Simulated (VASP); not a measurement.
All values below come from rev-vdW-DF2, VASP's PBE PAW potentials (set 64) (plane waves; VASP).

A VASP calculation is set up with these files.

**INCAR**
```
SYSTEM = MgF2
PREC = Accurate
ENCUT = 520
EDIFF = 1E-7
NELM = 100
ALGO = Normal
LREAL = .FALSE.
LASPH = .TRUE.
ISMEAR = 0
SIGMA = 0.05
GGA = MK
PARAM1 = 0.1234568
PARAM2 = 0.7114
ZAB_VDW = -1.8867
LUSE_VDW = .TRUE.
AGGAC = 0.0
LWAVE = .FALSE.
LCHARG = .FALSE.
ISIF = 4
IBRION = 2
NSW = 30
EDIFFG = -0.01
```

POSCAR:
```
MgF2
1
    4.7360476527     0.0000000000     0.0000000000
    0.0000000000     4.7360476527     0.0000000000
    0.0000000000     0.0000000000     3.1292189646
Mg F
2 4
Direct
  1.0000000000   0.0000000000   0.0000000000
  0.5000000000   0.5000000000   0.5000000000
  0.3027774209   0.3027774209   1.0000000000
  0.8027774209   0.1972225791   0.5000000000
  0.1972225791   0.8027774209   0.5000000000
  0.6972225791   0.6972225791   0.0000000000
```

**KPOINTS**
```
Automatic mesh
0
gamma
  5 5 7
```

POTCAR, in this order: Mg F (PBE.64 set). Program: vasp_std.

What will the output report for the number of irreducible k-points (NKPTS), largest plane-wave count, number of space-group operations, FFT grid (NGX, NGY, NGZ)?

```json
{
  "number of irreducible k-points (NKPTS)": "24",
  "largest_plane_wave_count": "1915",
  "number_of_space_group_operations": "16",
  "FFT grid (NGX, NGY, NGZ)": "36 × 36 × 24"
}
```

The compound is MgF2 in the rutile structure. This cell is one point of a volume scan, at 1.06 of the reference volume. Symmetry was kept, so distortions that lower it aren't found.
